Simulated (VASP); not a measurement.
Level of theory: optB88-vdW, VASP's PBE PAW potentials (set 64) (plane waves; VASP).

VASP ran on this input.

POSCAR:
```
BN
1.0
  1.2509385446  -2.1666893332   0.0000000000
  1.2509385446   2.1666893332   0.0000000000
  0.0000000000   0.0000000000   4.1391928784
B N
2 2
Cart
  1.2509385446  -0.7222312222   2.0707348476
  1.2509385446   0.7222312222   0.0011384084
  1.2509385446  -0.7222312222   3.6206553602
  1.2509385446   0.7222312222   1.5510589210
```

### KPOINTS
```
Automatic
0
Gamma
  10 10 5
```

**INCAR**
```
# general
SYSTEM  =BN
PREC    =Accurate
ENCUT   =520
LREAL   =.False.
LASPH   =.True.

# electronic loop
EDIFF   =1E-7
NELM    =100
ALGO    =Normal

# smearing
ISMEAR  =0
SIGMA   =0.05

# functional
GGA     =BO
LUSE_VDW=.True.
AGGAC   =0.0
PARAM1  =0.1833333333
PARAM2  =0.22

# ions
IBRION  =2
NSW     =30
ISIF    =4
EDIFFG  =-0.01

# output
LWAVE   =.False.
LCHARG  =.False.
```

POTCAR, in this order: B N (PBE.64 set). Program: vasp_std.

Output of the run:

**OSZICAR**
```
       N       E                     dE             d eps       ncg     rms          rms(c)
DAV:   1     0.548813618311E+02    0.54881E+02   -0.88887E+03  1008   0.131E+03
DAV:   2    -0.306316390225E+02   -0.85513E+02   -0.79624E+02  1384   0.278E+02
DAV:   3    -0.332470013496E+02   -0.26154E+01   -0.26067E+01  1344   0.502E+01
DAV:   4    -0.332609242008E+02   -0.13923E-01   -0.13918E-01  1220   0.375E+00
DAV:   5    -0.332610787107E+02   -0.15451E-03   -0.15448E-03  1324   0.374E-01    0.104E+01
DAV:   6    -0.310508472266E+02    0.22102E+01   -0.59094E+00  1244   0.206E+01    0.482E+00
DAV:   7    -0.308633369763E+02    0.18751E+00   -0.32644E-01  1200   0.553E+00    0.286E+00
DAV:   8    -0.308198731120E+02    0.43464E-01   -0.10182E-01  1156   0.297E+00    0.257E-01
DAV:   9    -0.308188335223E+02    0.10396E-02   -0.26396E-03  1312   0.557E-01    0.151E-01
DAV:  10    -0.308190004887E+02   -0.16697E-03   -0.28986E-04  1168   0.192E-01    0.251E-02
DAV:  11    -0.308189967535E+02    0.37351E-05   -0.53057E-05  1312   0.639E-02    0.118E-02
DAV:  12    -0.308189978615E+02   -0.11080E-05   -0.45171E-06  1260   0.231E-02    0.222E-03
DAV:  13    -0.308189978923E+02   -0.30708E-07   -0.14535E-07   924   0.409E-03
   1 F= -.30818998E+02 E0= -.30818998E+02  d E =-.308190E+02
       N       E                     dE             d eps       ncg     rms          rms(c)
DAV:   1    -0.308189177609E+02    0.80101E-04   -0.31387E-02  1152   0.172E+00    0.341E-02
DAV:   2    -0.308189447251E+02   -0.26964E-04   -0.39171E-04  1252   0.199E-01    0.217E-02
DAV:   3    -0.308189375756E+02    0.71494E-05   -0.11677E-05  1284   0.384E-02    0.635E-03
DAV:   4    -0.308189378675E+02   -0.29193E-06   -0.39181E-06  1296   0.180E-02    0.263E-03
DAV:   5    -0.308189378712E+02   -0.36287E-08   -0.27668E-07  1148   0.580E-03
   2 F= -.30818938E+02 E0= -.30818938E+02  d E =0.600211E-04
       N       E                     dE             d eps       ncg     rms          rms(c)
DAV:   1    -0.308190494047E+02   -0.11154E-03   -0.10851E-02  1160   0.101E+00    0.201E-02
DAV:   2    -0.308190593452E+02   -0.99405E-05   -0.13538E-04  1244   0.117E-01    0.128E-02
DAV:   3    -0.308190564435E+02    0.29017E-05   -0.41038E-06  1284   0.228E-02    0.370E-03
DAV:   4    -0.308190563828E+02    0.60649E-07   -0.13605E-06  1280   0.106E-02    0.154E-03
DAV:   5    -0.308190563518E+02    0.31033E-07   -0.89148E-08   696   0.341E-03
   3 F= -.30819056E+02 E0= -.30819056E+02  d E =-.584595E-04
```

OUTCAR:
```
------------------------ aborting loop because EDIFF is reached ----------------------------------------
  FORCE on cell =-STRESS in cart. coord.  units (eV):
  Direction    XX          YY          ZZ          XY          YZ          ZX
  --------------------------------------------------------------------------------------
  Total        3.6211519      3.6211526      3.6465474     -0.0000000      0.0000000      0.0000000
  in kB      258.5705415    258.5705951    260.3839206     -0.0000000      0.0000000      0.0000000
  external PRESSURE =     259.1750191 kB  Pullay stress =       0.0000000 kB
  volume of cell :       22.44
      direct lattice vectors                 reciprocal lattice vectors
     1.250844963 -2.166527252  0.000000000     0.399729795 -0.230784081 -0.000000000
     1.250844963  2.166527252  0.000000000     0.399729795  0.230784081 -0.000000000
     0.000000000 -0.000000000  4.139812234    -0.000000000  0.000000000  0.241556849
  FREE ENERGIE OF THE ION-ELECTRON SYSTEM (eV)
  ---------------------------------------------------
  free  energy   TOTEN  =       -30.8190563518 eV

  energy  without entropy=      -30.8190563518  energy(sigma->0) =      -30.81905635

 reached required accuracy - stopping structural energy minimisation
```
(Selected blocks of OUTCAR.)

CONTCAR:
```
BN
   1.00000000000000
     1.2508449627146645   -2.1665272524029819    0.0000000000000000
     1.2508449627146645    2.1665272524029819    0.0000000000000000
     0.0000000000000000   -0.0000000000000000    4.1398122335626084
  B               N
     2     2
Direct
     0.6666669999999968    0.3333330000000032    0.5004538077408495
     0.3333330000000032    0.6666669999999968    0.0004538077408494
     0.6666669999999968    0.3333330000000032    0.8745461922591505
     0.3333330000000032    0.6666669999999968    0.3745461922591506
```

The compound is BN in the wurtzite structure, a metastable high-pressure form. This cell is one point of a volume scan, at 0.94 of the reference volume. Symmetry was kept, so distortions that lower it aren't found.
